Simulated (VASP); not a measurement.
Method: PBE GGA, VASP's PBE PAW potentials (set 64) (plane waves; VASP).

Input for VASP

### KPOINTS
```
Automatic mesh
0
Gamma
7 7 7
0 0 0
```

### POSCAR
```
Ni3Pt
1
    0.0000000000     3.0255730000     3.0255730000
    3.0255730000     0.0000000000     3.0255730000
    3.0255730000     3.0255730000     0.0000000000
Pt Ni
1 3
Direct
  0.0000000000   0.0000000000   0.0000000000
  0.5000000000   0.5000000000   0.5000000000
  0.2500000000   0.2500000000   0.2500000000
  0.7500000000   0.7500000000   0.7500000000
```

File KPOINTS_OPT:
```
k-points along high-symmetry lines
10
Line-mode
Reciprocal
  0.000000   0.000000   0.000000 ! GAMMA
  0.500000   0.000000   0.500000 ! X

  0.500000   0.000000   0.500000 ! X
  0.625000   0.250000   0.625000 ! U

  0.375000   0.375000   0.750000 ! K
  0.000000   0.000000   0.000000 ! GAMMA

  0.000000   0.000000   0.000000 ! GAMMA
  0.500000   0.500000   0.500000 ! L

  0.500000   0.500000   0.500000 ! L
  0.500000   0.250000   0.750000 ! W

  0.500000   0.250000   0.750000 ! W
  0.500000   0.000000   0.500000 ! X
```

### INCAR
```
ALGO = Normal   ! blocked Davidson
PREC = Accurate
LASPH = .True.
LMAXMIX = 6
LCHARG = .False.
LWAVE = .False.
SIGMA = 0.136   ! width (eV)
ISIF = 2   ! forces and stress, cell fixed
NELM = 100   ! most electronic steps
ISPIN = 2   ! spin-polarised
LORBIT = 11
SYSTEM = Ni3Pt
ISMEAR = 0   ! Gaussian
EDIFF = 1E-6   ! SCF stop (eV)
LREAL = .False.   ! projection in real space or not
MAGMOM = 0.0 3*2.0
GGA = PE   ! PBE
ENCUT = 300   ! plane-wave cut-off (eV)
```

POTCAR, in this order: Pt Ni (PBE.64 set). Program: vasp_std.

At this cut-off the stress carries a Pulay error, which pulls relaxed volumes low. Unless said otherwise, spin-orbit coupling is left out, though it shifts the bands of the heavy elements here.

Task: Predict the energy per atom (σ→0), cell moment, pressure, band gap (over mesh and band path).

Result: 
```yaml
energy per atom (σ→0): -5.503 eV/atom
cell_moment: 2.32 μB
band gap (over mesh and band path): none (metal, semimetal or under 0.01 eV)
pressure: -17.60 GPa
```

### OSZICAR
```
...
DAV:  13    -0.220407286697E+02    0.93365E-04   -0.10300E-03  3274   0.403E-01    0.124E-01
DAV:  14    -0.220407038059E+02    0.24864E-04   -0.23227E-04  2524   0.313E-01    0.430E-02
DAV:  15    -0.220407034462E+02    0.35966E-06   -0.20168E-05  2355   0.653E-02    0.157E-02
DAV:  16    -0.220407037100E+02   -0.26374E-06   -0.43609E-06  1796   0.284E-02
   1 F= -.22040704E+02 E0= -.22011703E+02  d E =-.580019E-01  mag=     2.3168
       N       E                     dE             ncg
       N       E                     dE             ncg
       N       E                     dE             ncg
```

The structure was generated: Ni3Pt was put into an ordered model structure, which need not be its known phase. The cell was not relaxed at this level.
